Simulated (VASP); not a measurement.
# How biaxial strain in the (001) plane changes Rh

Wanted: the elastic response of Rh to biaxial strain in the (001) plane, with a fit that predicts a row left out.

Method: r2SCAN; plane waves and PAW (Rh_pv), in the first sound run; inputs show where later runs differ, in VASP 6.6.1.

Most raw output is cut from this account.

## Step 1: The starting structure

It takes space group Fm-3m (No. 225, cubic). The conventional cell has a = 3.800 Å, b = 3.800 Å, c = 3.800 Å, α = 90.00°, β = 90.00°, γ = 90.00°. Nearest to Rh lie 12 Rh at 2.69 Å.

Structure file:

```cif
data_structure
_symmetry_space_group_name_H-M 'Fm-3m'
_symmetry_Int_Tables_number 225
_cell_length_a 3.8000
_cell_length_b 3.8000
_cell_length_c 3.8000
_cell_angle_alpha 90.000
_cell_angle_beta 90.000
_cell_angle_gamma 90.000
_cell_volume 54.87
loop_
_atom_site_label
_atom_site_type_symbol
_atom_site_symmetry_multiplicity
_atom_site_Wyckoff_symbol
_atom_site_fract_x
_atom_site_fract_y
_atom_site_fract_z
_atom_site_occupancy
Rh1 Rh 4 a 0.00000 0.00000 0.00000 1
```

## Step 2: Relax the crystal, r2SCAN

The series starts from the cell that this level prefers, so that zero strain is near zero stress.

Level: r2SCAN; plane waves and PAW (Rh_pv).

INCAR

```
SYSTEM = Rh
PREC = Accurate
ENCUT = 450
EDIFF = 1E-07
NELM = 120
ISMEAR = 1
SIGMA = 0.15
LREAL = .FALSE.
ALGO = Normal
METAGGA = R2SCAN
LASPH = .TRUE.
NBANDS = 13
LORBIT = 11
LWAVE = .FALSE.
LCHARG = .FALSE.
KPAR = 8
IBRION = 2
NSW = 40
ISIF = 3
EDIFFG = -0.005
POTIM = 0.4
```

POSCAR

```
Rh
1.0
    0.0000000000      1.9000000000      1.9000000000
    1.9000000000      0.0000000000      1.9000000000
    1.9000000000      1.9000000000      0.0000000000
Rh
1
Direct
    0.0000000000      0.0000000000      0.0000000000
```

KPOINTS

```
Automatic mesh
0
Gamma
27 27 27
0 0 0
```

The projector-augmented-wave data sets are Rh_pv (PBE family, release 64).

Run with:

```sh
$ mpirun -np 8 vasp_std
```

The job ended after 2.2 min (8 MPI ranks of Intel Xeon Platinum 8375C at 2.90GHz (Ice Lake), shared host; peak memory 1.5 GiB).

Read from the output:

- energy(sigma→0) of the program: -24.1374 eV
- stress, compression positive: xx, yy, zz 0.02, 0.02, 0.02 GPa
- volume: 13.762 Å³
- ionic steps: 3

## Step 3: Strain along the normal, r2SCAN

One member in full: the plane is strained by -1.5 %, and the strain along the normal is moved by secant steps until the normal stress is under 0.012 GPa or five steps are spent; the atoms relax at each step.

This step took 4 runs, each at a new trial strain with the atoms of the one before; the last is shown.

Level: r2SCAN; plane waves and PAW (Rh_pv).

Edit INCAR of step 2 so:

```diff
@@ -15,7 +15,7 @@
 LCHARG = .FALSE.
-KPAR = 8
-IBRION = 2
-NSW = 40
-ISIF = 3
-EDIFFG = -0.005
-POTIM = 0.4
+KPAR = 2
+IBRION = 1
+NSW = 25
+ISIF = 2
+EDIFFG = -0.004
+POTIM = 0.3
```

POSCAR

```
Rh
1.0
    0.0000000000      1.8735035020      1.9276877050
    1.8735035020      0.0000000000      1.9276877050
    1.8735035020      1.8735035020      0.0000000000
Rh
1
Direct
    0.0000000000      0.0000000000      0.0000000000
```

KPOINTS is that of step 2.

Run with:

```sh
$ mpirun -np 2 vasp_std
```

The job ended after 4.9 min (2 MPI ranks; peak memory 0.57 GiB; 9.8 min of CPU time).

This run gave:

| Item | Value |
| --- | --- |
| energy(sigma→0) of the program | -24.1274 eV |
| stress, compression positive | xx, yy, zz 7.71, 7.71, 0.00 GPa |
| ionic steps | 1 |

## Step 4: The whole series

The other members went through these steps as far as the tables show, with the same cutoff and, step by step, the same mesh; 31 runs are not shown. The session took 5.9 core hours (wall time by ranks) on a shared machine.

| in-plane strain (%) | strain along the normal (%) | in-plane stress, tension positive (GPa) | energy above the unstrained row, extrapolated to no smearing (meV/atom) |
| --- | --- | --- | --- |
| -2.000 | 1.811 | -10.518 | 18.020 |
| -1.500 | 1.349 | -7.711 | 10.103 |
| -1.000 | 0.894 | ? | ? |
| -0.500 | 0.448 | -2.454 | 1.180 |
| 0 | 0.005 | -0.014 | 0.000 |
| 0.500 | -0.433 | 2.303 | 0.877 |
| 1.000 | -0.868 | 4.498 | 3.677 |
| 1.500 | -1.310 | 6.548 | 8.331 |
| 2.000 | -1.750 | 8.465 | 14.697 |

## Step 5: A fit to the known rows

Fitting a parabola to the 8 known rows (e: strain in %) gives stress = − 0.2538 e² + 4.750 e − 0.009909 in GPa; the residuals are 0.0069 GPa r.m.s.

For the withheld row, e = -1, the fit gives -5.013 GPa.

## Step 6: Prediction against calculation

The calculation gives -5.023 GPa, so the prediction is 0.010 GPa too high, within twice the residual of the fit.

Slopes at zero strain, from cubics through all rows: strain ratio -0.880, stress over strain 476 GPa.

## Step 7: Summary of results

| Quantity | Value |
| --- | --- |
| error of the predicted stress | 0.010 GPa |
| ratio of normal to in-plane strain | -0.880 |
| biaxial modulus | 476 GPa |

As a check, the curvature of the energy gives 477 GPa for the same modulus (energy per volume = M × strain²), 0 % from the slope of the stress. The energy also has a linear term worth 0.16 GPa that the stress column lacks, a mark of the finite basis or of the smearing. These are static values: temperature and zero-point motion are left out. In a metal the slopes also depend on mesh and smearing, which were held through the series.

[Lines on the potential files, build, host, timing and source positions are cut from VASP's logs without a mark.]

[Logs are printed without paths, hosts, clocks, repeated set-up lines and the standing remarks that a program may print on its own settings, such as how far it seeks lower states.]

[Hosts, paths, dates, database ids (printed as entryN), source tags and the programs' standing remarks are cut or masked in the printed files.]

[In band tables of VASP the shares of atoms and orbitals are scaled to a sum of 1 inside the atoms' spheres.]
